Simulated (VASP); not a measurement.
# CuF: equilibrium volume by level of theory

Symmetry: P4/mmm, No. 123, tetragonal system. Conventional cell: a = 2.471 Å, b = 2.471 Å, c = 3.417 Å, α = 90.00°, β = 90.00°, γ = 90.00°. Around Cu (site symmetry 4/mmm) lie 8 F at 2.44 Å and 4 Cu at 2.47 Å. Around F (site symmetry 4/mmm) lie 8 Cu at 2.44 Å and 4 F at 2.47 Å.

The cell comes from a database or a generator and needn't be the stable form of this composition.

```tsv
rung	level	program and potentials	cutoff (eV)	k mesh	smearing	equilibrium volume (Å³/atom)	notes
GGA	PBE	VASP, PBE PAW files Cu, F, 600 eV	600	11 × 11 × 8	gaussian 0.05	10.86	-
meta-GGA	SCAN	VASP, PBE PAW files Cu, F, 600 eV	600	11 × 11 × 8	gaussian 0.05	10.17	potentials made for PBE
meta-GGA	r2SCAN	VASP, PBE PAW files Cu, F, 600 eV	600	11 × 11 × 8	gaussian 0.05	10.27	potentials made for PBE
meta-GGA + dispersion	r2SCAN+D4	VASP, PBE PAW files Cu, F, 600 eV	600	11 × 11 × 8	gaussian 0.05	10.17	potentials made for PBE
```

Task: relaxation of cell and atoms. All rows: no spin polarisation. Smearing widths are in eV. For a metal such meshes aren't converged. Meshes are those of the run's cell of 2 atoms unless a note names another. Relaxations start from the cell shown or near it and stop with a little pressure left. Runs on faulty files, with rough fits or with known faults for this quantity aren't shown. No row holds spin-orbit coupling.

By rung: GGA 10.86; meta-GGA 10.17 to 10.27; meta-GGA + dispersion 10.17 (Å³/atom).
